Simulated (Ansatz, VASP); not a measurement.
# GaAsH2 (GaAs wire along [111], 24 atoms a period, H-terminated) in two plane-wave programs, part 2 of 3

Aim: how closely do two programs agree when they are given the same cell, functional and k mesh? Of the first pair: The structure shown is the start of the Ansatz relaxation below; VASP solves that cell, so the two are compared at the walk's first step.

VASP 6.6.1 and Ansatz 0.2.0.

So far: Starting point; Ansatz: relaxation, PBE.

### Step 3. VASP: single point, PBE, start cell, pair 1

Level of this step: PBE; plane waves and PAW (Ga_d, As, H) (VASP).

The same cell, functional, mesh and smearing now go to VASP, with its own data sets.

Lines of VASP's logs that name or quote its potential files are left out, and so is its time.

Contents of INCAR:

```
SYSTEM = GaAsH2
PREC = Accurate
ENCUT = 400
EDIFF = 1E-06
NELM = 120
ISMEAR = -1
SIGMA = 0.05
LREAL = Auto
ALGO = Normal
GGA = PE
NBANDS = 160
LORBIT = 11
LWAVE = .FALSE.
LCHARG = .FALSE.
ISIF = 2
LASPH = .TRUE.
GGA_COMPAT = .FALSE.
EFERMI = MIDGAP
KPAR = 4
```

Contents of POSCAR:

```
GaAsH2
1.0
   15.4790000000      0.0000000000      0.0000000000
    0.0000000000     16.7930000000      0.0000000000
    0.0000000000      0.0000000000      9.9592920000
Ga As H
12 12 24
Direct
    0.3029953485      0.5008503543      0.0000000000
    0.4343301893      0.7105294468      0.0000000000
    0.3029953485      0.6406363961      0.3333333333
    0.4343301893      0.4309573036      0.3333333333
    0.5656650300      0.6406363961      0.3333333333
    0.6969998708      0.4309573036      0.3333333333
    0.3029953485      0.3610642530      0.6666666667
    0.4343301893      0.5707434050      0.6666666667
    0.5656650300      0.3610642530      0.6666666667
    0.6969998708      0.5707434050      0.6666666667
    0.4343301893      0.2911712023      0.0000000000
    0.5656650300      0.5008503543      0.0000000000
    0.3029953485      0.5008503543      0.2500000000
    0.4343301893      0.2911712023      0.2500000000
    0.4343301893      0.7105294468      0.2500000000
    0.5656650300      0.5008503543      0.2500000000
    0.3029953485      0.6406363961      0.5833333333
    0.4343301893      0.4309573036      0.5833333333
    0.5656650300      0.6406363961      0.5833333333
    0.6969998708      0.4309573036      0.5833333333
    0.3029953485      0.3610642530      0.9166666667
    0.4343301893      0.5707434050      0.9166666667
    0.5656650300      0.3610642530      0.9166666667
    0.6969998708      0.5707434050      0.9166666667
    0.2196524323      0.6849894003      0.2804513614
    0.6490078816      0.6849894003      0.2804513614
    0.6969998708      0.3422514143      0.2804513614
    0.7803427224      0.4753102483      0.2804513614
    0.2212348989      0.4573395462      0.3018778845
    0.3525697396      0.2476603942      0.3018778845
    0.4343301893      0.7975510629      0.3018778845
    0.5160905743      0.2476603942      0.3018778845
    0.2196524323      0.4054171976      0.6137846947
    0.3029953485      0.2723583636      0.6137846947
    0.5656650300      0.2723583636      0.6137846947
    0.7803427224      0.6150963497      0.6137846947
    0.2212348989      0.5971255880      0.6352112178
    0.3029953485      0.7276580123      0.6352112178
    0.5656650300      0.7276580123      0.6352112178
    0.7787602558      0.3874464956      0.6352112178
    0.2196524323      0.5452032990      0.9471180281
    0.3509872731      0.7548823915      0.9471180281
    0.4343301893      0.2024653129      0.9471180281
    0.5176730409      0.7548823915      0.9471180281
    0.2212348989      0.3175534449      0.9685445512
    0.6474254151      0.3175534449      0.9685445512
    0.6969998708      0.6577650211      0.9685445512
    0.7787602558      0.5272325969      0.9685445512
```

Contents of KPOINTS:

```
Automatic mesh
0
Gamma
1 1 9
0 0 0
```

The projector-augmented-wave data sets are Ga_d, As and H (PBE family, release 64).

The run is started by

```console
mpirun -np 8 vasp_std
```

Numbers of over 12 decimals in the logs are rounded to 6 here.

What it wrote:

```text
[banner, memory and clock lines left out]
running    8 mpi-ranks, on    1 nodes
[...]
|                                                                             |
|           W    W    AA    RRRRR   N    N  II  N    N   GGGG   !!!           |
|           W    W   A  A   R    R  NN   N  II  NN   N  G    G  !!!           |
|           W    W  A    A  R    R  N N  N  II  N N  N  G       !!!           |
|           W WW W  AAAAAA  RRRRR   N  N N  II  N  N N  G  GGG   !            |
|           WW  WW  A    A  R   R   N   NN  II  N   NN  G    G                |
|           W    W  A    A  R    R  N    N  II  N    N   GGGG   !!!           |
|                                                                             |
|     For optimal performance we recommend to set                             |
|       NCORE = 2 up to number-of-cores-per-socket                            |
|     NCORE specifies how many cores store one orbital (NPAR=cpu/NCORE).      |
|     This setting can greatly improve the performance of VASP for DFT.       |
|     The default, NCORE=1 might be grossly inefficient on modern             |
|     multi-core architectures or massively parallel machines. Do your        |
|     Unfortunately you need to use the default for GW and RPA                |
|     calculations (for HF NCORE is supported but not extensively tested      |
|     yet).                                                                   |
|                                                                             |

 LDA part: xc-table for (Slater+PW92), standard interpolation
 POSCAR, INCAR and KPOINTS ok, starting setup
[...]
entering main loop
       N       E                     dE             d eps       ncg     rms          rms(c)
DAV:   1     0.150461428109E+04    0.15046E+04   -0.83789E+04  1928   0.105E+03
DAV:   2     0.277889025966E+02   -0.14768E+04   -0.14163E+04  2192   0.266E+02
DAV:   3    -0.165744747579E+03   -0.19353E+03   -0.19200E+03  2104   0.104E+02
DAV:   4    -0.179003659261E+03   -0.13259E+02   -0.13229E+02  2128   0.294E+01
[...]
DAV:  23    -0.171180356678E+03   -0.12145E-04   -0.75852E-07  1400   0.328E-03    0.408E-04
DAV:  24    -0.171180360000E+03   -0.33213E-05   -0.42488E-07  1200   0.221E-03    0.247E-04
DAV:  25    -0.171180360731E+03   -0.73180E-06   -0.20446E-07  1400   0.211E-03
   1 F= -.17118036E+03 E0= -.17118036E+03  d E =-.262588E-11
```

Parts of OUTCAR (step 3):

```text
  Total       -9.4239826     -9.3847224     -1.6171834      0.0131246     -0.0123108      0.0046167
  in kB       -5.8323745     -5.8080769     -1.0008528      0.0081226     -0.0076190      0.0028572
  external PRESSURE =      -4.2137681 kB  Pullay stress =       0.0000000 kB

 POSITION                                       TOTAL-FORCE (eV/Angst)
 -----------------------------------------------------------------------------------
      4.69006      8.41078      0.00000        -0.480436      0.036267     -0.319575
      6.72300     11.93192      0.00000        -0.059068      0.728263     -0.488591
      4.69006     10.75821      3.31976        -0.533678      0.574849     -0.342714
      6.72300      7.23707      3.31976         0.084664      0.213554      0.319166
      8.75593     10.75821      3.31976         0.269635      0.403900     -0.322471
     10.78886      7.23707      3.31976         0.654827     -0.307818     -0.487417
      4.69006      6.06335      6.63953        -0.593524     -0.414792     -0.487080
      6.72300      9.58449      6.63953         0.140367     -0.177579      0.321955
      8.75593      6.06335      6.63953         0.211529     -0.436347     -0.321236
     10.78886      9.58449      6.63953         0.760832      0.172399     -0.340310
      6.72300      4.88964      0.00000        -0.229046     -0.745216     -0.342847
      8.75593      8.41078      0.00000        -0.226389     -0.028997      0.319650
      4.69006      8.41078      2.48982         0.282664     -0.131299      0.126800
      6.72300      4.88964      2.48982         0.047864      0.223694     -0.101500
[...]
-----------------------------------------------------------------------------------
    total drift:                                0.008333     -0.007083     -0.010745

  FREE ENERGIE OF THE ION-ELECTRON SYSTEM (eV)
  ---------------------------------------------------
  free  energy   TOTEN  =      -171.1803607314 eV

  energy  without entropy=     -171.1803607314  energy(sigma->0) =     -171.18036073

[... 3 further parts left out ...]
[key lines of the parts left out:]
E-fermi :  -2.2391
```

### Step 4. Side by side

Known differences besides the potentials themselves: the data sets hold 360 valence electrons in Ansatz (on its default PAW (the set named soft_2) files) and 240 in VASP; the cutoff is 420 eV in Ansatz and 400 eV in VASP (PREC = Accurate, projectors in real space). Total energies have different zeros and are not compared.

Forces on 10 of the 48 atoms, those with the largest forces and the largest differences (eV/Å; atoms numbered as in POSCAR):

```tsv
atom	Ansatz x, y, z	VASP x, y, z
Ga2	-0.060, 0.700, -0.470	-0.059, 0.728, -0.489
Ga3	-0.508, 0.560, -0.336	-0.534, 0.575, -0.343
Ga6	0.631, -0.296, -0.469	0.655, -0.308, -0.487
Ga7	-0.571, -0.399, -0.469	-0.594, -0.415, -0.487
Ga10	0.735, 0.160, -0.335	0.761, 0.172, -0.340
Ga11	-0.230, -0.718, -0.336	-0.229, -0.745, -0.343
H31	-0.080, -0.478, -0.120	-0.080, -0.407, -0.095
H40	-0.373, 0.308, -0.120	-0.311, 0.273, -0.095
H45	0.454, 0.169, -0.120	0.391, 0.133, -0.094
H47	0.310, -0.649, 0.011	0.311, -0.580, 0.036
```

The forces differ by 29 meV/Å r.m.s., which is 9.9 % of the r.m.s. force of 0.291 eV/Å (both taken over all components).

### Step 5. Ansatz: relaxation, PBE

This run makes the geometry at which the two programs are then compared.

The structure compared here is the end of the Ansatz relaxation.

Contents of input.yaml:

```yaml
crystal:
  lattice:
    - [15.479, 0.0, 0.0]
    - [0.0, 16.793, 0.0]
    - [0.0, 0.0, 9.9592921435]
  atoms:
    - { symbol: Ga, position: [0.302995323, 0.500850342, 0.0] }
    - { symbol: Ga, position: [0.434330163, 0.710529464, 0.0] }
    - { symbol: As, position: [0.302995323, 0.500850342, 0.25] }
    - { symbol: As, position: [0.434330163, 0.291171219, 0.25] }
    - { symbol: As, position: [0.434330163, 0.710529464, 0.25] }
    - { symbol: As, position: [0.565665004, 0.500850342, 0.25] }
    - { symbol: H, position: [0.219652432, 0.684989377, 0.280451396] }
    - { symbol: H, position: [0.649007894, 0.684989377, 0.280451396] }
    - { symbol: H, position: [0.696999844, 0.342251395, 0.280451396] }
    - { symbol: H, position: [0.780342734, 0.475310254, 0.280451396] }
    - { symbol: H, position: [0.221234892, 0.457339533, 0.30187785] }
    - { symbol: H, position: [0.352569733, 0.247660411, 0.30187785] }
    - { symbol: H, position: [0.434330163, 0.797551081, 0.30187785] }
    - { symbol: H, position: [0.516090593, 0.247660411, 0.30187785] }
    - { symbol: Ga, position: [0.302995323, 0.640636424, 0.333333333] }
    - { symbol: Ga, position: [0.434330163, 0.430957301, 0.333333333] }
    - { symbol: Ga, position: [0.565665004, 0.640636424, 0.333333333] }
    - { symbol: Ga, position: [0.696999844, 0.430957301, 0.333333333] }
    - { symbol: As, position: [0.302995323, 0.640636424, 0.583333333] }
    - { symbol: As, position: [0.434330163, 0.430957301, 0.583333333] }
    - { symbol: As, position: [0.565665004, 0.640636424, 0.583333333] }
    - { symbol: As, position: [0.696999844, 0.430957301, 0.583333333] }
    - { symbol: H, position: [0.219652432, 0.405417213, 0.613784729] }
    - { symbol: H, position: [0.302995323, 0.272358354, 0.613784729] }
    - { symbol: H, position: [0.565665004, 0.272358354, 0.613784729] }
    - { symbol: H, position: [0.780342734, 0.615096336, 0.613784729] }
    - { symbol: H, position: [0.221234892, 0.597125615, 0.635211184] }
    - { symbol: H, position: [0.302995323, 0.727658041, 0.635211184] }
    - { symbol: H, position: [0.565665004, 0.727658041, 0.635211184] }
    - { symbol: H, position: [0.778760274, 0.387446493, 0.635211184] }
    - { symbol: Ga, position: [0.302995323, 0.36106426, 0.666666667] }
    - { symbol: Ga, position: [0.434330163, 0.570743383, 0.666666667] }
    - { symbol: Ga, position: [0.565665004, 0.36106426, 0.666666667] }
    - { symbol: Ga, position: [0.696999844, 0.570743383, 0.666666667] }
    - { symbol: As, position: [0.302995323, 0.36106426, 0.916666667] }
    - { symbol: As, position: [0.434330163, 0.570743383, 0.916666667] }
    - { symbol: As, position: [0.565665004, 0.36106426, 0.916666667] }
    - { symbol: As, position: [0.696999844, 0.570743383, 0.916666667] }
    - { symbol: H, position: [0.219652432, 0.545203295, 0.947118062] }
    - { symbol: H, position: [0.350987273, 0.754882418, 0.947118062] }
    - { symbol: H, position: [0.434330163, 0.202465313, 0.947118062] }
    - { symbol: H, position: [0.517673053, 0.754882418, 0.947118062] }
    - { symbol: H, position: [0.221234892, 0.317553452, 0.968544517] }
    - { symbol: H, position: [0.647425434, 0.317553452, 0.968544517] }
    - { symbol: H, position: [0.696999844, 0.657765, 0.968544517] }
    - { symbol: H, position: [0.778760274, 0.527232574, 0.968544517] }
    - { symbol: Ga, position: [0.434330163, 0.291171219, 0.0] }
    - { symbol: Ga, position: [0.565665004, 0.500850342, 0.0] }
kpoints:
  mp_grid: { grid: [1, 1, 9] }
scf:
  occupations: { method: fermi_dirac, width: 0.05 }
hamiltonian:
  xc: pbe
relax:
  cell: { fix: [a, b, alpha, beta, gamma] }
  max_steps: 45
  f_tol: 0.03
```

The run is started by

```console
ansatz run input.yaml --threads 4 --pin off --max-ram 16384MiB --backend cpu --events-out ev --progress --plain --runs-dir out
```

What it wrote:

```text
[...]
Crystal: 48 atoms, lattice volume = 2588.807 Å³
Basis set: ecut = 420 eV, 50627 PW (Γ), exchange–correlation on 216×240×144 points (8 copies of the dense FFT grid, shifted against one another)
Bands: 228, of which v1, the nominal top of the filled ones, is band 180 counted from 1 (179 counted from 0)
Symmetry: 1 space group operations
[...]
- { symbol: As, position: [0.685151, 0.565510, 0.909005] }
[...]
- { symbol: H, position: [0.231444, 0.320574, 0.966254] }
    - { symbol: H, position: [0.636615, 0.324774, 0.973263] }
    - { symbol: H, position: [0.694814, 0.648265, 0.968649] }
    - { symbol: H, position: [0.765514, 0.529341, 0.971979] }
    - { symbol: Ga, position: [0.432700, 0.284229, -0.00834488] }
    - { symbol: Ga, position: [0.555024, 0.500964, 0.013834] }
[key lines of the parts left out:]
SCF converged after 4 iterations
Free energy (F): -104051.317437 eV
Fermi energy:    -1.217091 eV
P = ⅓ Tr σ = 0.0057 GPa (0.057 kbar)
```

(Part 2 of 3 ends here.)

[Lines on the potential files, build, host, timing and source positions are cut from VASP's logs without a mark.]

[Logs are printed without paths, hosts, clocks, repeated set-up lines and the standing remarks that a program may print on its own settings, such as how far it seeks lower states.]

[Hosts, paths, dates, database ids (printed as entryN), source tags and the programs' standing remarks are cut or masked in the printed files.]
